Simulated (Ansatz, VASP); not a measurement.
**Au (Gold) in two plane-wave programs**

One calculation is typed for both programs; each brings its own data sets and cutoff. How far apart do they land? The cell is taken from a series of VASP runs on this material, whose earlier steps may have relaxed, scaled or displaced it; both programs get it as it stands.

Calculated with Ansatz 0.2.0; plane waves, with VASP 6.6.1 beside it; band structure at PBEsol, spin-orbit coupling.

**1. The starting structure**

It takes space group Fm-3m (No. 225, cubic). Conventional cell: a = 4.081 Å, b = 4.081 Å, c = 4.081 Å, α = 90.00°, β = 90.00°, γ = 90.00°. Au has 12 Au at 2.89 Å nearest.

As a file:

```xyz
1
Lattice="0.0000 2.0404 2.0404 2.0404 0.0000 2.0404 2.0404 2.0404 0.0000" Properties=species:S:1:pos:R:3 pbc="T T T"
Au    0.0000    0.0000    0.0000
```

**2. VASP: band structure, PBEsol, spin-orbit coupling**

With cell and atoms fixed, the geometry can't cause a difference; cores, projectors, grids and the points listed under the comparison can.

Lines of VASP's logs that name or quote its potential files are left out, and so is its time.

INCAR

```
SYSTEM = Au
PREC = Accurate
ENCUT = 400
EDIFF = 1E-06
NELM = 100
ISMEAR = 1
SIGMA = 0.2
LREAL = .FALSE.
ALGO = Normal
GGA = PS
LNONCOLLINEAR = .TRUE.
MAGMOM = 0 0 0
NBANDS = 22
GGA_COMPAT = .FALSE.
LASPH = .TRUE.
LSORBIT = .TRUE.
LMAXMIX = 4
LORBIT = 11
LWAVE = .FALSE.
LCHARG = .FALSE.
KPAR = 2
```

POSCAR

```
Au
1.0
    0.0000000000      2.0404236080      2.0404236080
    2.0404236080      0.0000000000      2.0404236080
    2.0404236080      2.0404236080      0.0000000000
Au
1
Direct
    0.0000000000      0.0000000000      0.0000000000
```

KPOINTS

```
Automatic mesh
0
Gamma
8 8 8
0 0 0
```

KPOINTS_OPT

```
Line mode
16
Line-mode
Reciprocal
  0.00000000   0.00000000   0.00000000 GAMMA
  0.50000000   0.00000000   0.50000000 X

  0.50000000   0.00000000   0.50000000 X
  0.50000000   0.25000000   0.75000000 W

  0.50000000   0.25000000   0.75000000 W
  0.37500000   0.37500000   0.75000000 K

  0.37500000   0.37500000   0.75000000 K
  0.00000000   0.00000000   0.00000000 GAMMA

  0.00000000   0.00000000   0.00000000 GAMMA
  0.50000000   0.50000000   0.50000000 L

  0.50000000   0.50000000   0.50000000 L
  0.62500000   0.25000000   0.62500000 U

  0.62500000   0.25000000   0.62500000 U
  0.50000000   0.25000000   0.75000000 W

  0.50000000   0.25000000   0.75000000 W
  0.50000000   0.50000000   0.50000000 L

  0.50000000   0.50000000   0.50000000 L
  0.37500000   0.37500000   0.75000000 K

  0.62500000   0.25000000   0.62500000 U
  0.50000000   0.00000000   0.50000000 X
```

The projector-augmented-wave data sets are Au (PBE family, release 64).

Started as:

```console
$ mpirun -np 2 vasp_ncl
```

Numbers of over 12 decimals in the logs are rounded to 6 here.

The program printed:

```text
[banner, memory and clock lines left out]
running    2 mpi-ranks, on    1 nodes
 distrk:  each k-point on    1 cores,    2 groups
 distr:  one band on    1 cores,    1 groups

 POSCAR found type information on POSCAR Au
 POSCAR found :  1 types and       1 ions
|                                                                             |
|               ----> ADVICE to this user running VASP <----                  |
|                                                                             |
|     You enforced a specific xc type in the INCAR file but a different       |
|     [... a line on the potential file left out ...]
|     I HOPE YOU KNOW WHAT YOU ARE DOING!                                     |
|                                                                             |

 LDA part: xc-table for (Slater+PW92), standard interpolation
 POSCAR, INCAR and KPOINTS ok, starting setup
 FFT: planning ... GRIDC
 FFT: planning ... GRID_SOFT
 FFT: planning ... GRID
 WAVECAR not read
 entering main loop
       N       E                     dE             d eps       ncg     rms          rms(c)
DAV:   1     0.516194835664E+02    0.51619E+02   -0.48239E+03  1356   0.774E+02
DAV:   2    -0.351859297478E+01   -0.55138E+02   -0.51826E+02  1510   0.203E+02
DAV:   3    -0.453240231722E+01   -0.10138E+01   -0.10081E+01  1498   0.271E+01
DAV:   4    -0.453707473819E+01   -0.46724E-02   -0.46720E-02  1450   0.203E+00
DAV:   5    -0.453711983819E+01   -0.45100E-04   -0.45100E-04  1492   0.204E-01    0.113E+01
DAV:   6    -0.420444591047E+01    0.33267E+00   -0.49250E-01  1342   0.838E+00    0.691E+00
DAV:   7    -0.418073497009E+01    0.23711E-01   -0.41227E-02  1456   0.241E+00    0.339E+00
DAV:   8    -0.417776106140E+01    0.29739E-02   -0.12789E-03  1398   0.310E-01    0.140E+00
DAV:   9    -0.417751137871E+01    0.24968E-03   -0.22895E-04  1420   0.159E-01    0.105E-01
DAV:  10    -0.417751605342E+01   -0.46747E-05   -0.22054E-06  1396   0.156E-02    0.367E-02
DAV:  11    -0.417751664383E+01   -0.59041E-06   -0.28989E-07  1170   0.589E-03
   1 F= -.41775166E+01 E0= -.41775567E+01  d E =0.120292E-03  mag=     0.0000    -0.0000    -0.0000
 Start KPOINTS_OPT (optional k-point list driver)
k-point batch [1-29\160]
       N       E                     dE             ncg
DAV:   1     0.330211150935E+04   -0.62517E+04     1348
DAV:   2     0.170911297673E+04   -0.15930E+04     1528
DAV:   3     0.168098052528E+04   -0.28132E+02     1378
DAV:   4     0.168083506081E+04   -0.14546E+00     1360
DAV:   5     0.168083342763E+04   -0.16332E-02     1372
DAV:   6     0.168083340624E+04   -0.21394E-04     1354
DAV:   7     0.168083340597E+04   -0.27409E-06     1004
[...]
k-point batch [146-160\160]
       N       E                     dE             ncg
DAV:   1     0.799684506403E+04   -0.52795E+04      684
DAV:   2     0.720474698551E+04   -0.79210E+03      792
DAV:   3     0.718830987666E+04   -0.16437E+02      696
DAV:   4     0.718822207286E+04   -0.87804E-01      708
DAV:   5     0.718822104847E+04   -0.10244E-02      702
DAV:   6     0.718822103469E+04   -0.13781E-04      708
DAV:   7     0.718822103452E+04   -0.17826E-06      464
```

From OUTCAR (step 2):

```text
ion  position               nearest neighbor table
   1  0.000  0.000  0.000-

  LATTYP: Found a face centered cubic cell.
 ALAT       =     4.0808472160

 Subroutine GETGRP returns: Found 48 space group operations
 (whereof 48 operations were pure point group operations)

The static configuration has the point symmetry O_h .

 Found     29 irreducible k-points:

   k-points           NKPTS =     29   k-points in BZ     NKDIM =     29   number of bands    NBANDS=     22

   dimension x,y,z NGX =    20 NGY =   20 NGZ =   20
   dimension x,y,z NGXF=    40 NGYF=   40 NGZF=   40

   ENCUT  =  400.0 eV  29.40 Ry    5.42 a.u.   4.71  4.71  4.71*2*pi/ulx,y,z

   NELECT =      11.0000    total number of electrons

 k-points in reciprocal lattice and weights: Automatic mesh
   0.00000000  0.00000000  0.00000000       0.002
   0.12500000  0.00000000  0.00000000       0.016
   0.25000000  0.00000000  0.00000000       0.016
   0.37500000  0.00000000  0.00000000       0.016
   0.50000000  0.00000000  0.00000000       0.008
   0.12500000  0.12500000  0.00000000       0.012
   0.25000000  0.12500000  0.00000000       0.047
   0.37500000  0.12500000  0.00000000       0.047
   0.50000000  0.12500000  0.00000000       0.047
[...]
-0.37500000  0.50000000  0.12500000       0.023
  -0.25000000  0.50000000  0.25000000       0.012

 average (electrostatic) potential at core
       1 -64.0769

 E-fermi :   9.3686

 k-point     1 :       0.0000    0.0000    0.0000
  band No.  band energies     occupation
    ...
      8       5.1944      1.00000
      9       6.4211      1.00000
     10       6.4211      1.00000
     11       6.4211      1.00000
     12       6.4211      1.00000
     13      23.8278      0.00000
     14      23.8278      0.00000
     15      27.0441      0.00000
     16      27.0441      0.00000
     17      28.1009      0.00000
    ...

 k-point     2 :       0.1250    0.0000    0.0000
  band No.  band energies     occupation
    ...
      8       5.2956      1.00000
      9       6.2660      1.00000
     10       6.2660      1.00000
     11       6.4671      1.00000
     12       6.4671      1.00000
     13      24.2495      0.00000
     14      24.2495      0.00000
     15      25.1413      0.00000
     16      25.1413      0.00000
     17      28.0190      0.00000
    ...

 k-point     3 :       0.2500    0.0000    0.0000
  band No.  band energies     occupation
    ...
      8       5.4858      1.00000
      9       6.2395      1.00000
     10       6.2395      1.00000
     11       6.8046      1.00000
     12       6.8046      1.00000
     13      20.3472      0.00000
     14      20.3472      0.00000
     15      24.8894      0.00000
     16      24.8894      0.00000
     17      28.4105      0.00000
    ...

  Total       -0.0021522     -0.0021522     -0.0021522     -0.0000000     -0.0000000      0.0000000
  in kB       -0.2029573     -0.2029573     -0.2029573     -0.0000000     -0.0000000      0.0000000
  external PRESSURE =      -0.2029573 kB  Pullay stress =       0.0000000 kB

  energy-cutoff  :      400.00
  volume of cell :       16.99
      direct lattice vectors                 reciprocal lattice vectors
     0.000000000  2.040423608  2.040423608    -0.245047155  0.245047155  0.245047155
     2.040423608  0.000000000  2.040423608     0.245047155 -0.245047155  0.245047155
     2.040423608  2.040423608  0.000000000     0.245047155  0.245047155 -0.245047155

 POSITION                                       TOTAL-FORCE (eV/Angst)
 -----------------------------------------------------------------------------------
      0.00000      0.00000      0.00000         0.000000      0.000000      0.000000
 -----------------------------------------------------------------------------------
    total drift:                                0.000000      0.000000      0.000000

  FREE ENERGIE OF THE ION-ELECTRON SYSTEM (eV)
  ---------------------------------------------------
  free  energy   TOTEN  =        -4.1775166438 eV

  energy  without entropy=       -4.1776369354  energy(sigma->0) =       -4.17755674

 Spin-Orbit-Coupling matrix elements
 Ion:    1  E_soc:     -0.5907327

 total charge
# of ion       s       p       d       tot
------------------------------------------
    1        0.544   0.371   8.729   9.644

 magnetization (x)
# of ion       s       p       d       tot
------------------------------------------
    1        0.000   0.000   0.000   0.000

 magnetization (y)
# of ion       s       p       d       tot
------------------------------------------
    1        0.000  -0.000   0.000   0.000

 magnetization (z)
# of ion       s       p       d       tot
------------------------------------------
    1        0.000   0.000   0.000   0.000

[... 3 further parts left out ...]
```

This run has no spin polarisation. Its electron count is odd, so without a moment it is a metal by construction. The k-mesh is coarse for a metal.

**3. Ansatz: band structure, PBEsol, spin-orbit coupling**

Ansatz runs on its fully relativistic PAW (standard-fr) files.

The same cell, functional, mesh and smearing now go to Ansatz, which takes its cutoff from its data sets.

input.yaml

```yaml
crystal:
  lattice:
    - [0.0, 2.040423608, 2.040423608]
    - [2.040423608, 0.0, 2.040423608]
    - [2.040423608, 2.040423608, 0.0]
  atoms:
    - { symbol: Au, position: [0.0, 0.0, 0.0] }
hamiltonian:
  xc: pbesol
  pseudopotentials: { kind: paw_fr }
magnetization:
  noncollinear: true
  spin_orbit: true
kpoints:
  mp_grid: { grid: [8, 8, 8] }
  band_path:
    path:
      - [0.0, 0.0, 0.0]
      - [0.16667, 0.0, 0.16667]
      - [0.33333, 0.0, 0.33333]
      - [0.5, 0.0, 0.5]
      - [0.5, 0.08333, 0.58333]
      - [0.5, 0.18333, 0.68333]
      - [0.5, 0.25, 0.75]
      - [0.45, 0.3, 0.75]
      - [0.40833, 0.34167, 0.75]
      - [0.35, 0.35, 0.7]
      - [0.225, 0.225, 0.45]
      - [0.075, 0.075, 0.15]
      - [0.03333, 0.03333, 0.03333]
      - [0.23333, 0.23333, 0.23333]
      - [0.4, 0.4, 0.4]
      - [0.51667, 0.46667, 0.51667]
      - [0.55833, 0.38333, 0.55833]
      - [0.60833, 0.28333, 0.60833]
      - [0.60833, 0.25, 0.64167]
      - [0.55833, 0.25, 0.69167]
      - [0.51667, 0.25, 0.73333]
      - [0.5, 0.3, 0.7]
      - [0.5, 0.38333, 0.61667]
      - [0.5, 0.48333, 0.51667]
      - [0.475, 0.475, 0.55]
      - [0.425, 0.425, 0.65]
      - [0.38333, 0.38333, 0.73333]
      - [0.59167, 0.18333, 0.59167]
      - [0.55, 0.1, 0.55]
      - [0.5, 0.0, 0.5]
    npoints: 1
scf:
  occupations: { method: methfessel_paxton, width: 0.2 }
  n_extra_bands: 12
output:
  forces: true
  stress: true
  eigenvalues: true
```

Started as:

```console
$ ansatz run input.yaml --threads 2 --pin off --max-ram 4608MiB --backend cpu --events-out ev --progress --plain --runs-dir out
```

The program printed:

```text
scf.n_extra_bands = 12 over 19 filled bands (N_el = 19.0): the run solves 31 bands
Engine: ansatz 0.2.0, aarch64-unknown-linux-gnu
Pseudopotentials: kind: paw_fr
Pseudopotential: Au, paw_fr, valence charge 19, recommended cutoff 420 eV (normal), Au.paw.azcp#standard-fr
Functional definition: PBEsol
  exchange = pbesol_x
  correlation = pbesol_c
non-collinear run that drives no moment, with spin-orbit: no starting moment large enough to seed its density (crystal.atoms[].spin), no starting occupations that ask for one, no magnetisation constraint and no magnetic field, so the semilocal B_xc is pinned to zero
Crystal: 1 atoms, lattice volume = 16.990 Å³
Basis set: ecut = 420 eV, 331 PW (Γ), exchange–correlation on 40×40×40 points (8 copies of the dense FFT grid, shifted against one another)
Bands: 31, of which v1, the nominal top of the filled ones, is band 19 counted from 1 (18 counted from 0)
Symmetry: 48 space group operations + 48 with time reversal
Magnetic group: BNS 225.117 (UNI 1619), of the structure as read, at distance tolerance 2.6e-5 Å
k-points: 29 of 512
Projection manifold: j_resolved (fully-relativistic pseudo-atomic orbitals)
Non-local potential: Au, projectors of the file, l = 0: 3, l = 1: 4, l = 2: 4, l = 3: 2
PAW form: soft (Blöchl's): semilocal exchange-correlation on the pseudo side does not see the compensation charge
PAW frozen core: Au, regenerated for the run's functional, and the local potential with it (the file was generated under x = pbe(κ = 0.804, μ = 0.219515), c = pbe(β = 0.066725))
PAW one-centre angular grid: Au, 590 points (default); XC on 64 Gauss nodes
Initial density: superposition of atomic densities (chi_scale 0.1, normalization cell)
Initial wavefunctions: pseudopotential atomic-orbital guess
Functional: x = pbesol(κ = 0.804, μ = 0.123457), c = pbesol(β = 0.046)
SCF iter   1: F=—  HF=-13044.164255 eV  |F-HF|=—  |Δ(HF+E_count)|=         —  Δρ=7.73e-2  dr2=1.11e0  dr2_m=0.00e0 (ungated)  ethr=3.10e-3  |M|=0.00e0 ∫|m|=0.00e0 μB  |m|>n=0.0e0 m-floor=0.0e0 τ_xc=0.0e0  β_m=0.30  ⟨swp⟩=5.8  Hψ=3985  notcnv=0  defer=66
preconditioner: auto → none  [metal: Δε(μ)=0.044 eV  Ē_g=18.402 eV  σ=0.200 eV  W_gap=0.18  n_scr=8 (ndim 8)  ℏωp=29.9 eV  f_vac=0.000  D(μ)=1.38/eV (n_scr^D=14)  sad-step TF]
SCF iter   2: F=—  HF=-13043.971253 eV  |F-HF|=—  |Δ(HF+E_count)|=   1.93e-1  S|Δr|=    0.00e0  Δρ=5.07e-2  dr2=4.78e-1  dr2_m=0.00e0 (ungated)  ethr=3.10e-3  |M|=0.00e0 ∫|m|=0.00e0 μB  |m|>n=0.0e0 m-floor=0.0e0 τ_xc=0.0e0  β_m=0.57  ⟨swp⟩=1.9  Hψ=1267  notcnv=0  defer=132
SCF iter   3: F=—  HF=-13043.821396 eV  |F-HF|=—  |Δ(HF+E_count)|=   1.50e-1  S|Δr|=    0.00e0  Δρ=7.26e-3  dr2=4.02e-3  dr2_m=0.00e0 (ungated)  ethr=2.52e-3  |M|=0.00e0 ∫|m|=0.00e0 μB  |m|>n=0.0e0 m-floor=0.0e0 τ_xc=0.0e0  β_m=0.77  ⟨swp⟩=2.1  Hψ=1248  notcnv=0  defer=132
SCF iter   4: F=—  HF=-13043.823570 eV  |F-HF|=—  |Δ(HF+E_count)|=   2.17e-3  S|Δr|=    0.00e0  Δρ=9.83e-4  dr2=1.60e-4  dr2_m=0.00e0 (ungated)  ethr=2.11e-5  |M|=0.00e0 ∫|m|=0.00e0 μB  |m|>n=0.0e0 m-floor=0.0e0 τ_xc=0.0e0  β_m=0.86  ⟨swp⟩=2.0  Hψ=1399  notcnv=0  defer=141
SCF iter   5: F=—  HF=-13043.823531 eV  |F-HF|=—  |Δ(HF+E_count)|=   3.92e-5  S|Δr|=    0.00e0  Δρ=2.98e-4  dr2=1.38e-5  dr2_m=0.00e0 (ungated)  ethr=8.44e-7  |M|=0.00e0 ∫|m|=0.00e0 μB  |m|>n=0.0e0 m-floor=0.0e0 τ_xc=0.0e0  β_m=0.84  ⟨swp⟩=1.3  Hψ=812  notcnv=0  defer=141
SCF iter   6: F=—  HF=-13043.823533 eV  |F-HF|=—  |Δ(HF+E_count)|=   2.39e-6  S|Δr|=    0.00e0  Δρ=1.77e-5  dr2=3.83e-8  dr2_m=0.00e0 (ungated)  ethr=5.26e-10  |M|=0.00e0 ∫|m|=0.00e0 μB  |m|>n=0.0e0 m-floor=0.0e0 τ_xc=0.0e0  β_m=0.87  ⟨swp⟩=9.6  Hψ=5554  notcnv=0
SCF iter   7: F=-13043.823533 eV  HF=-13043.823533 eV  |F-HF|=3.09e-11  |Δ(HF+E_count)|=   2.43e-9  S|Δr|=    0.00e0  Δρ=7.81e-7  dr2=6.53e-11  dr2_m=0.00e0 (ungated)  ethr=2.02e-10  |M|=0.00e0 ∫|m|=0.00e0 μB  |m|>n=0.0e0 m-floor=0.0e0 τ_xc=0.0e0  ⟨swp⟩=1.0  Hψ=2435  notcnv=0
SCF 1 converged in 7 iterations: F = -13043.823533 eV  dr2 = 6.53e-11
  greatest PAW one-centre occupation: 1.001 electrons in one spin orbital (limit 2), on the Au atom at site 0 (counted from 0), in its partial waves of l = 0
NSCF: frozen V_eff on 30 k-points
SCF converged after 7 iterations
Stability not checked: this state was not tested for a lower state beside it, because cold or Methfessel-Paxton smearing, or corrected tetrahedra, fill the levels in a way that the test cannot read (fill_not_monotonic; see scf.lower_state_search)
Magnetization: |M| = 0.0000 μB,  M = (+0.0000, +0.0000, +0.0000) μB
Absolute magnetization: 0.0000 μB (∫|m|)
  site 0: m = (+0.0000, +0.0000, +0.0000) μB, |m| = 0.0000 μB  (R = 1.19 Å)
Free energy (F): -13043.823533 eV
Harris-Foulkes:  -13043.823533 eV  (|F-HF|=3.09e-11)
Internal energy: -13043.823436 eV  (E = F + TS)
E sigma→0 (E₀):  -13043.823509 eV
Entropy (-TS):   -0.000097 eV (-0.097 meV/atom)
Fermi energy:    20.616306 eV
--- Per-component energies (eV) ---
  E_band       = -215.375552
  E_kinetic    = 604.661120
  E_local      = -1694.347863  (includes V_loc(G=0)·N_el)
  E_nonlocal   = 64.211154
  E_hartree    = 721.395704
  E_xc         = -226.989801
  E_vxc        = -275.145236  (∫ρ·V_xc dr)
  E_paw        = -9592.921492  (= ΣΔE_a)
  E_vpaw       = -357.547859  (= ΣTr[D̂ρ^β])
  E_aug_tail   = 0.001332  (compensation charges beyond the density's cutoff)
  E_ewald      = -2920.148558
  E_core_change = 0.314969  (= ΣΔE_core)
  E_smearing   = -0.000097  (= −TS)
  E_closure    = -0.000000  (closes the sum)
  Σ components = -13043.823533   (vs F -13043.823533, Δ=0.00e0)
--- Forces (eV/Å), atoms counted from 1 ---
  atom   1  Au    -0.00000000     0.00000000     0.00000000
  max |Σ_I F_I| component: 1.12e-24 eV/Å
--- Stress (GPa, compression-positive) ---
       -0.048566       0.000000       0.000000
        0.000000      -0.048566       0.000000
        0.000000      -0.000000      -0.048566
  P = ⅓ Tr σ = -0.0486 GPa (-0.486 kbar)
--- Band table (eV; the first three rows and the last of 29) ---
  k-point 0: bands = [... 15 lower, 16.4366, 17.6711, 17.6711, 17.6711, 17.6711, 34.9610, 34.9610, 38.1080, ... 8 higher]
  k-point 1: bands = [... 15 lower, 16.5383, 17.5144, 17.5144, 17.7179, 17.7179, 35.3874, 35.3874, 36.2682, ... 8 higher]
  k-point 2: bands = [... 15 lower, 16.7296, 17.4861, 17.4861, 18.0583, 18.0583, 31.5338, 31.5338, 36.0242, ... 8 higher]
  k-point 28: bands = [... 15 lower, 17.4170, 19.0233, 19.0233, 25.2602, 25.2602, 26.0823, 26.0823, 27.3417, ... 8 higher]
```

The job ended after 3 s (2 threads of Arm Neoverse V1, shared host; peak memory 0.32 GiB).

**4. Differences**

Known differences besides the potentials themselves: spin-orbit coupling enters by fully relativistic files in Ansatz and inside the spheres in VASP; the data sets hold 19 valence electrons in Ansatz (fully relativistic PAW (standard-fr) files) and 11 in VASP; the cutoff is 420 eV in Ansatz and 400 eV in VASP; Ansatz makes its cores anew for this functional, VASP keeps those of its PBE data sets. Total energies have different zeros and are not compared.

Both answers:

```tsv
quantity	Ansatz	VASP	difference
pressure (GPa)	-0.05	-0.02	-0.03
```

Levels from 3 eV below to 2 eV above the Fermi level differ by 24 meV r.m.s. and 82 meV at most; each VASP level is matched to the nearest of Ansatz, which flatters the figure a little. Ansatz's pressure holds a Pulay correction of 0.05 GPa; VASP's holds none.

**5. What came out**

| Quantity | Value |
| --- | --- |
| r.m.s. difference of levels near the Fermi level (band structure, PBEsol, spin-orbit coupling) | 24 meV |

**Reading.** The r.m.s. difference of levels near the Fermi level is 24 meV (band structure, PBEsol, spin-orbit coupling), within the 80 meV picked in this series as the mark of a large difference. How closely two codes agree says nothing of how well the functional describes the real material.

[Lines on the potential files, build, host, timing and source positions are cut from VASP's logs without a mark.]

[Logs are printed without paths, hosts, clocks, repeated set-up lines and the standing remarks that a program may print on its own settings, such as how far it seeks lower states.]

[Hosts, paths, dates, database ids (printed as entryN), source tags and the programs' standing remarks are cut or masked in the printed files.]
